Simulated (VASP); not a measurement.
# Rb2Re: structure and properties in VASP

What structure does Rb2Re take at this level, and what are its properties? The steps: rough relaxation of the start cell, full relaxation (PBE), second relaxation, density, ELF and potential (PBE), bands along the symmetry lines (PBE), density of states (PBE) and optical spectrum (PBE). The cell is generated by rule, not measured, and may not be a known phase. Left out of this account: 2 further runs (bands with PBE + SOC: VASP's path bands are not those of the converged potential at this level; relaxation: a spoilt try).

Main program and level: VASP 6.6.1; PBE; plane waves and PAW (Rb_sv, Re); invented cell.

**1. Starting point**

Before any relaxation, the start is as follows. The structure is tetragonal, space group P4mm (No. 99). Conventional cell: a = 4.992 Å, b = 4.992 Å, c = 4.129 Å, α = 90.00°, β = 90.00°, γ = 90.00°. Rb has 2 Re at 3.06 Å nearest. Re has 4 Rb at 3.06 Å nearest. Farther neighbours are not listed.

Structure file:

```xyz
3
Lattice="4.9921 0.0000 0.0000 0.0000 4.9921 0.0000 0.0000 0.0000 4.1286" Properties=species:S:1:pos:R:3 pbc="T T T"
Rb    2.4961    0.0000    3.2029
Rb    0.0000    2.4961    3.2029
Re    0.0000    0.0000    1.4296
```

**2. Rough relaxation of the start cell**

The start is only an estimate, so a cheap relaxation brings it near a minimum before any careful run. PBE, the usual starting point, adds the gradient of the density.

INCAR reads:

```
SYSTEM = Rb2Re
PREC = Normal
ENCUT = 400
EDIFF = 1E-05
NELM = 60
ISMEAR = -1
SIGMA = 0.05
LREAL = .FALSE.
ALGO = Fast
GGA = PE
NBANDS = 18
LORBIT = 11
LWAVE = .FALSE.
LCHARG = .FALSE.
IBRION = 2
NSW = 40
ISIF = 3
EDIFFG = -0.04
```

POSCAR reads:

```
Rb2Re
1.0
    4.9921151800      0.0000000000      0.0000000000
    0.0000000000      4.9921151800      0.0000000000
    0.0000000000      0.0000000000      4.1286230400
Rb Re
2 1
Direct
    0.5000000000      0.0000000000      0.7757745200
    0.0000000000      0.5000000000      0.7757745200
    0.0000000000      0.0000000000      0.3462650700
```

KPOINTS reads:

```
Automatic mesh
0
Gamma
3 3 4
0 0 0
```

Potentials, in the order of the species: Rb_sv and Re (PBE family, release 64).

Started as:

```
$ mpirun -np 1 vasp_std
```

The log of the run:

```text
[banner, memory and clock lines left out]
running    1 mpi-ranks, on    1 nodes
 distrk:  each k-point on    1 cores,    1 groups
 distr:  one band on    1 cores,    1 groups

 POSCAR found type information on POSCAR RbRe
 POSCAR found :  2 types and       3 ions
 LDA part: xc-table for (Slater+PW92), standard interpolation
 POSCAR, INCAR and KPOINTS ok, starting setup
 FFT: planning ... GRIDC
 FFT: planning ... GRID_SOFT
 FFT: planning ... GRID
 WAVECAR not read
 entering main loop
       N       E                     dE             d eps       ncg     rms          rms(c)
DAV:   1     0.108517120315E+03    0.10852E+03   -0.97169E+03   500   0.111E+03
DAV:   2     0.202498373464E+01   -0.10649E+03   -0.10377E+03   572   0.307E+02
DAV:   3    -0.597526928263E+01   -0.80003E+01   -0.78947E+01   560   0.781E+01
DAV:   4    -0.690084708389E+01   -0.92558E+00   -0.92402E+00   608   0.120E+01
DAV:   5    -0.692042601475E+01   -0.19579E-01   -0.19558E-01   496   0.186E+00    0.848E+00
RMM:   6    -0.660517338056E+01    0.31525E+00   -0.29135E-01   444   0.461E+00    0.596E+00
RMM:   7    -0.648398717302E+01    0.12119E+00   -0.22401E-01   417   0.653E+00    0.123E+00
RMM:   8    -0.649512943141E+01   -0.11142E-01   -0.15409E-01   482   0.165E+00    0.889E-01
RMM:   9    -0.649902290367E+01   -0.38935E-02   -0.20022E-02   455   0.122E+00    0.213E-01
RMM:  10    -0.649939384516E+01   -0.37094E-03   -0.84438E-03   484   0.436E-01    0.648E-02
RMM:  11    -0.649994073253E+01   -0.54689E-03   -0.42443E-03   475   0.290E-01    0.537E-02
RMM:  12    -0.650021087984E+01   -0.27015E-03   -0.16132E-03   406   0.287E-01    0.171E-02
RMM:  13    -0.650038868393E+01   -0.17780E-03   -0.18662E-03   386   0.275E-01    0.154E-02
RMM:  14    -0.650045502592E+01   -0.66342E-04   -0.71047E-04   361   0.256E-01    0.132E-02
RMM:  15    -0.650054182647E+01   -0.86801E-04   -0.91933E-04   333   0.187E-01    0.162E-02
RMM:  16    -0.650057849863E+01   -0.36672E-04   -0.41193E-04   328   0.284E-01    0.688E-03
RMM:  17    -0.650063013305E+01   -0.51634E-04   -0.56152E-04   309   0.187E-01    0.861E-03
RMM:  18    -0.650065527632E+01   -0.25143E-04   -0.28477E-04   297   0.202E-01    0.108E-02
RMM:  19    -0.650068582327E+01   -0.30547E-04   -0.34015E-04   297   0.227E-01    0.146E-02
RMM:  20    -0.650070060257E+01   -0.14779E-04   -0.18592E-04   283   0.229E-01    0.150E-02
RMM:  21    -0.650072305065E+01   -0.22448E-04   -0.25134E-04   287   0.214E-01    0.160E-02
RMM:  22    -0.650073386496E+01   -0.10814E-04   -0.13165E-04   280   0.179E-01    0.172E-02
RMM:  23    -0.650075004570E+01   -0.16181E-04   -0.18450E-04   272   0.158E-01    0.181E-02
RMM:  24    -0.650075807380E+01   -0.80281E-05   -0.10045E-04   266   0.170E-01    0.190E-02
RMM:  25    -0.650077037628E+01   -0.12302E-04   -0.14468E-04   269   0.170E-01    0.199E-02
RMM:  26    -0.650077519209E+01   -0.48158E-05   -0.71121E-05   274   0.182E-01
   1 F= -.65007752E+01 E0= -.64639863E+01  d E =-.650078E+01
 curvature:   0.00 expect dE= 0.000E+00 dE for cont linesearch  0.000E+00
 trial: gam= 0.00000 g(F)=  0.780E-01 g(S)=  0.530E+00 ort = 0.000E+00 (trialstep = 0.100E+01)
 search vector abs. value=  0.608E+00
 bond charge predicted
       N       E                     dE             d eps       ncg     rms          rms(c)
DAV:   1    -0.965352474198E+01   -0.31528E+01   -0.92977E+01   494   0.144E+02    0.974E+00
RMM:   2    -0.720376516266E+01    0.24498E+01   -0.32554E+00   414   0.320E+01    0.436E+00
RMM:   3    -0.707025970486E+01    0.13351E+00   -0.36991E+00   455   0.104E+01    0.224E+00
RMM:   4    -0.697741367689E+01    0.92846E-01   -0.36473E-01   460   0.547E+00    0.121E+00
RMM:   5    -0.695568769354E+01    0.21726E-01   -0.16605E-01   477   0.247E+00    0.577E-01
RMM:   6    -0.696010640083E+01   -0.44187E-02   -0.60654E-02   477   0.183E+00    0.371E-01
RMM:   7    -0.695995148946E+01    0.15491E-03   -0.13360E-02   493   0.117E+00    0.107E-01
RMM:   8    -0.696168112990E+01   -0.17296E-02   -0.16330E-02   530   0.511E-01    0.666E-02
RMM:   9    -0.696201826030E+01   -0.33713E-03   -0.37867E-03   501   0.480E-01    0.601E-02
RMM:  10    -0.696262398005E+01   -0.60572E-03   -0.60527E-03   454   0.329E-01    0.339E-02
RMM:  11    -0.696280458267E+01   -0.18060E-03   -0.20919E-03   394   0.335E-01    0.120E-02
RMM:  12    -0.696316001250E+01   -0.35543E-03   -0.37922E-03   401   0.313E-01    0.212E-02
RMM:  13    -0.696328699244E+01   -0.12698E-03   -0.14716E-03   382   0.337E-01    0.192E-02
RMM:  14    -0.696353252563E+01   -0.24553E-03   -0.26463E-03   369   0.304E-01    0.217E-02
RMM:  15    -0.696360210730E+01   -0.69582E-04   -0.92865E-04   362   0.285E-01    0.504E-02
RMM:  16    -0.696380019249E+01   -0.19809E-03   -0.21659E-03   367   0.265E-01    0.496E-02
RMM:  17    -0.696385643310E+01   -0.56241E-04   -0.71426E-04   347   0.238E-01    0.549E-02
RMM:  18    -0.696399636317E+01   -0.13993E-03   -0.15414E-03   342   0.253E-01    0.569E-02
RMM:  19    -0.696403868328E+01   -0.42320E-04   -0.53786E-04   355   0.251E-01    0.551E-02
RMM:  20    -0.696413916595E+01   -0.10048E-03   -0.11144E-03   334   0.197E-01    0.539E-02
RMM:  21    -0.696417042467E+01   -0.31259E-04   -0.41402E-04   336   0.212E-01    0.559E-02
RMM:  22    -0.696424701034E+01   -0.76586E-04   -0.86164E-04   335   0.191E-01    0.570E-02
RMM:  23    -0.696427571962E+01   -0.28709E-04   -0.33049E-04   321   0.178E-01    0.625E-02
RMM:  24    -0.696433239476E+01   -0.56675E-04   -0.64202E-04   314   0.178E-01    0.588E-02
RMM:  25    -0.696435185183E+01   -0.19457E-04   -0.27034E-04   318   0.207E-01    0.643E-02
RMM:  26    -0.696439623794E+01   -0.44386E-04   -0.51664E-04   301   0.158E-01    0.627E-02
RMM:  27    -0.696440581264E+01   -0.95747E-05   -0.18770E-04   298   0.164E-01    0.607E-02
RMM:  28    -0.696444407430E+01   -0.38262E-04   -0.48604E-04   306   0.199E-01    0.640E-02
RMM:  29    -0.696445633868E+01   -0.12264E-04   -0.20266E-04   297   0.195E-01    0.574E-02
RMM:  30    -0.696448089584E+01   -0.24557E-04   -0.31865E-04   296   0.190E-01    0.642E-02
RMM:  31    -0.696448783315E+01   -0.69373E-05   -0.13078E-04   296   0.181E-01    0.621E-02
RMM:  32    -0.696450939871E+01   -0.21566E-04   -0.25173E-04   290   0.178E-01    0.565E-02
RMM:  33    -0.696451703841E+01   -0.76397E-05   -0.11237E-04   274   0.205E-01    0.629E-02
RMM:  34    -0.696453485300E+01   -0.17815E-04   -0.20888E-04   293   0.209E-01    0.556E-02
RMM:  35    -0.696454153100E+01   -0.66780E-05   -0.92334E-05   262   0.142E-01
   2 F= -.69645415E+01 E0= -.69172171E+01  d E =-.463766E+00
[...]
|     The electronic self-consistency was not achieved in the given           |
[... from here on, the cycles between the ionic steps are left out ...]
   3 F= -.72491056E+01 E0= -.71930207E+01  d E =-.748330E+00
[...]
|     The electronic self-consistency was not achieved in the given           |
   4 F= -.72696040E+01 E0= -.72141147E+01  d E =-.768829E+00
   5 F= -.75622851E+01 E0= -.75173580E+01  d E =-.292681E+00
   6 F= -.79246270E+01 E0= -.78768568E+01  d E =-.655023E+00
   7 F= -.79224919E+01 E0= -.78815001E+01  d E =-.652888E+00
[...]
WARNING in EDDRMM: call to ZHEGV failed, returncode =   8  4      9
   8 F= -.79852873E+01 E0= -.79345557E+01  d E =-.715683E+00
   9 F= -.83984669E+01 E0= -.83455921E+01  d E =-.112886E+01
  10 F= -.84127560E+01 E0= -.83624009E+01  d E =-.114315E+01
  11 F= -.84142048E+01 E0= -.83630728E+01  d E =-.114460E+01
  12 F= -.84325661E+01 E0= -.83856823E+01  d E =-.183613E-01
  13 F= -.84347766E+01 E0= -.83867186E+01  d E =-.205718E-01
  14 F= -.84437604E+01 E0= -.83999439E+01  d E =-.898381E-02
 trial-energy change:   -0.008984  1 .order   -0.008996   -0.019807    0.001815
 step:   1.8058(harm=  1.8058)  dis= 0.00291  next Energy=    -8.443849 (dE=-0.907E-02)
 bond charge predicted
       N       E                     dE             d eps       ncg     rms          rms(c)
DAV:   1    -0.844508911629E+01   -0.13366E-02   -0.51923E-02   432   0.252E+00    0.201E-01
RMM:   2    -0.844460534265E+01    0.48377E-03   -0.19798E-03   408   0.631E-01    0.181E-01
RMM:   3    -0.844398185606E+01    0.62349E-03   -0.22433E-04   349   0.362E-01    0.554E-02
RMM:   4    -0.844388916983E+01    0.92686E-04   -0.49242E-04   444   0.187E-01    0.213E-02
RMM:   5    -0.844387517840E+01    0.13991E-04   -0.12680E-04   384   0.130E-01    0.104E-02
RMM:   6    -0.844387899293E+01   -0.38145E-05   -0.45864E-05   256   0.144E-01
  15 F= -.84438790E+01 E0= -.83996903E+01  d E =-.910236E-02
 curvature:  -1.08 expect dE=-0.216E-03 dE for cont linesearch -0.758E-07
 trial: gam= 0.06175 g(F)=  0.892E-04 g(S)=  0.110E-03 ort =-0.290E-04 (trialstep = 0.194E+01)
 search vector abs. value=  0.241E-03
 reached required accuracy - stopping structural energy minimisation
```

Wall time 2.7 min (1 MPI rank of AMD EPYC 7R43, shared host); peak memory 0.11 GiB.

Lines that name or quote the potential files are left out of all logs, and their timing lines are given in words.

OUTCAR, selected parts (step 2):

```text
ion  position               nearest neighbor table
   1  0.500  0.000  0.776-   3 3.06   3 3.06   3 3.43   3 3.43   2 3.53   2 3.53   2 3.53   2 3.53
                             2 5.43   2 5.43   2 5.43   2 5.43   2 5.43   2 5.43   2 5.43   2 5.43
   2  0.000  0.500  0.776-   3 3.06   3 3.06   3 3.43   3 3.43   1 3.53   1 3.53   1 3.53   1 3.53
                             1 5.43   1 5.43   1 5.43   1 5.43   1 5.43   1 5.43   1 5.43   1 5.43
   3  0.000  0.000  0.346-   1 3.06   2 3.06   2 3.06   1 3.06   1 3.43   2 3.43   2 3.43   1 3.43

  LATTYP: Found a simple tetragonal cell.
 ALAT       =     4.9921151800
 C/A-ratio  =     0.8270288026

 Subroutine GETGRP returns: Found  8 space group operations
 (whereof  8 operations were pure point group operations)

The static configuration has the point symmetry C_4v.

 Found      9 irreducible k-points:

   k-points           NKPTS =      9   k-points in BZ     NKDIM =      9   number of bands    NBANDS=     18

   dimension x,y,z NGX =    24 NGY =   24 NGZ =   20
   dimension x,y,z NGXF=    48 NGYF=   48 NGZF=   40

   ENCUT  =  400.0 eV  29.40 Ry    5.42 a.u.   8.14  8.14  6.73*2*pi/ulx,y,z

   NELECT =      25.0000    total number of electrons

 k-points in reciprocal lattice and weights: Automatic mesh
   0.00000000  0.00000000  0.00000000       0.028
   0.33333333  0.00000000  0.00000000       0.111
   0.33333333  0.33333333  0.00000000       0.111
   0.00000000  0.00000000  0.25000000       0.056
   0.33333333  0.00000000  0.25000000       0.222
   0.33333333  0.33333333  0.25000000       0.222
   0.00000000  0.00000000  0.50000000       0.028
   0.33333333  0.00000000  0.50000000       0.111
   0.33333333  0.33333333  0.50000000       0.111

 average (electrostatic) potential at core
       1 -38.8561       2 -38.8561       3 -44.9438

 E-fermi :   1.4033

 k-point     1 :       0.0000    0.0000    0.0000
  band No.  band energies     occupation
    ...
      8      -9.3015      2.00000
      9      -2.5755      2.00000
     10      -0.0659      2.00000
     11       0.5739      2.00000
     12       0.7512      2.00000
     13       1.6365      0.01869
     14       3.1612      0.00000
     15       3.1612      0.00000
     16       3.5059      0.00000
     17       3.5059      0.00000
    ...

 k-point     2 :       0.3333    0.0000    0.0000
  band No.  band energies     occupation
    ...
      9      -2.2397      2.00000
     10       0.1252      2.00000
     11       0.7163      2.00000
     12       0.8487      1.99997
     13       1.4466      0.59235
     14       3.1250      0.00000
     15       3.1615      0.00000
     16       3.1947      0.00000
     17       3.1959      0.00000
     18       4.6862      0.00000

 k-point     3 :       0.3333    0.3333    0.0000
  band No.  band energies     occupation
    ...
      8      -9.3064      2.00000
      9      -1.9101      2.00000
     10       0.3452      2.00000
     11       0.8036      1.99999
     12       1.0377      1.99867
     13       1.5419      0.11774
     14       1.9247      0.00006
     15       3.1166      0.00000
     16       3.1964      0.00000
     17       3.1967      0.00000
    ...

  Total       -0.0317350     -0.0317350     -0.0694016      0.0000000     -0.0000000      0.0000000
  in kB       -0.4194642     -0.4194642     -0.9173292      0.0000000     -0.0000000      0.0000000
  external PRESSURE =      -0.5854192 kB  Pullay stress =       0.0000000 kB

  energy-cutoff  :      400.00
  volume of cell :      121.21
      direct lattice vectors                 reciprocal lattice vectors
     6.395496365  0.000000000  0.000000000     0.156360029  0.000000000  0.000000000
     0.000000000  6.395496365 -0.000000000     0.000000000  0.156360029  0.000000000
    -0.000000000 -0.000000000  2.963508454     0.000000000  0.000000000  0.337437877

 POSITION                                       TOTAL-FORCE (eV/Angst)
 -----------------------------------------------------------------------------------
      3.19775     -0.00000      2.38083         0.000000      0.000000     -0.017550
     -0.00000      3.19775      2.38083         0.000000      0.000000     -0.017550
     -0.00000     -0.00000      0.86253        -0.000000     -0.000000      0.035101
 -----------------------------------------------------------------------------------
    total drift:                                0.000000      0.000000      0.000688

  FREE ENERGIE OF THE ION-ELECTRON SYSTEM (eV)
  ---------------------------------------------------
  free  energy   TOTEN  =        -8.4438789929 eV

  energy  without entropy=       -8.3555015962  energy(sigma->0) =       -8.39969029

 reached required accuracy - stopping structural energy minimisation

 total charge
# of ion       s       p       d       tot
------------------------------------------
    1        1.963   5.332   0.067   7.362
    2        1.963   5.332   0.067   7.362
    3        0.625   0.150   4.641   5.416
--------------------------------------------------
tot          4.552  10.813   4.775  20.140

[... 3 further parts left out ...]
```

CONTCAR:

```
Rb2Re
   1.00000000000000
     6.3954963645568732    0.0000000000000000    0.0000000000000000
     0.0000000000000000    6.3954963645568732   -0.0000000000000000
    -0.0000000000000000   -0.0000000000000000    2.9635084538162659
  Rb              Re
     2     1
Direct
     0.5000000000000000    0.0000000000000000    0.8033822658101055
     0.0000000000000000    0.5000000000000000    0.8033822658101055
     0.0000000000000000    0.0000000000000000    0.2910495783797877
```

This run has no spin polarisation. Its electron count is odd, so without a moment it is a metal by construction. The k-mesh is coarse for a metal. This relaxation is a rough one on cheap settings, only to bring the start near its minimum. After so large a change of volume the plane waves of the start cell no longer fit, so the final stress carries a basis-set error. The data set Re keeps the semicore shell frozen, which is cheaper and a little less accurate. The run keeps the 8 symmetry operations of its start, so it cannot find a distortion of lower symmetry.

Relaxation path:

```csv
step,energy less that of the first step (eV),largest force (eV/Å),pressure (GPa),volume (Å³)
1,0.0000,1.0383,4.15,102.89
2,-0.4638,0.5515,1.50,116.54
3,-0.7483,0.1585,-0.69,136.99
4,-0.7688,0.0847,-1.19,147.42
5,-1.0615,0.0083,-1.62,143.63
6,-1.4239,0.4398,2.48,124.15
7,-1.4217,0.1625,-1.82,137.82
8,-1.4845,0.1192,-1.04,131.63
9,-1.8977,0.0230,-0.34,128.05
10,-1.9120,0.0240,-1.02,129.87
11,-1.9134,0.0270,-0.86,129.37
12,-1.9318,0.0311,0.73,120.37
13,-1.9340,0.0299,0.06,122.72
14,-1.9430,0.0320,-0.07,121.07
15,-1.9431,0.0351,-0.06,121.21
```

```csv
cell as run,before,after,change
a (Å),4.992,6.395,+28.1 %
b (Å),4.992,6.395,+28.1 %
c (Å),4.129,2.964,-28.2 %
volume (Å³/atom),34.30,40.40,+17.8 %
```

The atoms that moved most (Å, as changes of fractional coordinates times the final cell):

```csv
atom,dx,dy,dz,length
Re3,0.000,0.000,-0.164,0.164
Rb1,0.000,0.000,0.082,0.082
Rb2,0.000,0.000,0.082,0.082
```

The relaxed structure:

```
Rb Re
1.0
     6.39550    0.00000    0.00000
     0.00000    6.39550    0.00000
     0.00000    0.00000    2.96351
Rb Re
2 1
Direct
  0.50000 0.00000 0.80338
  0.00000 0.50000 0.80338
  0.00000 0.00000 0.29105
```

Numbers from this step:

```
electrons                       : 25
bands                           : 18
irreducible k-points            : 9
symmetry operations             : 8
free energy (TOTEN)             : -8.444 eV
energy at zero smearing         : -8.400 eV
Fermi energy                    : 1.403 eV
pressure                        : -0.05854 GPa
metallic                        : yes
SCF cycles over all ionic steps : 502
```

It ends with a largest force of 0.035 eV/Å and a pressure of -0.06 GPa.

(Part 1 of 3 ends here.)

[Lines on the potential files, build, host, timing and source positions are cut from VASP's logs without a mark.]

[Logs are printed without paths, hosts, clocks, repeated set-up lines and the standing remarks that a program may print on its own settings, such as how far it seeks lower states.]

[Hosts, paths, dates, database ids (printed as entryN), source tags and the programs' standing remarks are cut or masked in the printed files.]

[A measured line is paired with the nearest computed mode of its activity, which favours agreement.]
